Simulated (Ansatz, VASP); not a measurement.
Ge3W2: VASP beside Ansatz

File INCAR:

```
PREC = Accurate ; ENCUT = 520
EDIFF = 1E-6 ; ISMEAR = 0
SIGMA = 0.1 ; LREAL = False
LASPH = True ; NELM = 100
ALGO = Normal ; ISIF = 2
LWAVE = False ; LCHARG = False
GGA = PE ; NBANDS = 43
```

Contents of KPOINTS:

```
Automatic mesh
0
Gamma
  4 4 4
```

Contents of POSCAR:

```
Ge3W2
1.0
    3.8515001800      0.0000000000      0.0000000000
    0.0000000000      3.8515001800      0.0000000000
    0.0000000000      0.0000000000      5.6727931100
Ge W
3 2
Direct
    0.5000000000      0.0000000000      0.9934612500
    0.0000000000      0.5000000000      0.9934612500
    0.0000000000      0.0000000000      0.2721384500
    0.0000000000      0.0000000000      0.7211286400
    0.5000000000      0.5000000000      0.2898103300
```

Input for Ansatz:

```yaml
crystal:
  lattice:
    - [3.85150018, 0.0, 0.0]
    - [0.0, 3.85150018, 0.0]
    - [0.0, 0.0, 5.67279311]
  atoms:
    - { symbol: Ge, position: [0.5, 0.0, 0.99346125] }
    - { symbol: Ge, position: [0.0, 0.5, 0.99346125] }
    - { symbol: Ge, position: [0.0, 0.0, 0.27213845] }
    - { symbol: W, position: [0.0, 0.0, 0.72112864] }
    - { symbol: W, position: [0.5, 0.5, 0.28981033] }
basis:
  ecutwfc: 420
kpoints:
  mp_grid: { grid: [4, 4, 4] }
hamiltonian:
  xc: pbe
scf:
  occupations: { method: gaussian, width: 0.1 }
  lower_state_search: "off"
output:
  forces: true
  stress: true
  eigenvalues: true
```

Change from the starting cell: species swapped into the Cu3Te2 type (P4mm, No. 99).

Alike in both runs: task single point; functional PBE; k mesh 4 × 4 × 4; occupations gaussian, width 0.1 eV; no spin polarisation.

```csv
,VASP,Ansatz
version,VASP 6.6.1,Ansatz 0.2.0
potentials or method,"VASP PAW PBE potentials, release 64 (Ge_d, W_sv)","scalar-relativistic, plane waves, PAW"
plane-wave cutoff (eV),520,420
valence electrons in the cell,70,70
```

VASP gave:

| Item | Value |
| --- | --- |
| gap on the k mesh at the Fermi level (eV) | none |
| pressure (GPa) | 20.2 |
| largest component of the traceless stress (GPa) | 7.13 |
| rms of the force components (eV/Å) | 1.735 |

**Question.** Estimate Ansatz's values.

**Answer.** gap on the k mesh at the Fermi level (eV): none; pressure (GPa): 19.9; largest component of the traceless stress (GPa): 7.18; rms of the force components (eV/Å): 1.728.

Atom by atom the forces differ by 0.008 eV/Å (rms over components). A gap of «none» marks a metal or a gap that the smearing closes. The functional is the same, so the differences come from potentials, cutoffs and numerics.

Caveats: the k mesh is coarse (spacing up to 0.41 Å⁻¹), so the values aren't converged; so large a pressure means that the cell lies far from this level's equilibrium, or that cutoff or potentials fall short (VASP); forces of over 1 eV/Å show positions far from the minimum, so gaps and moduli don't describe the material at rest. Spin-orbit coupling is left out, which matters for the levels of W.
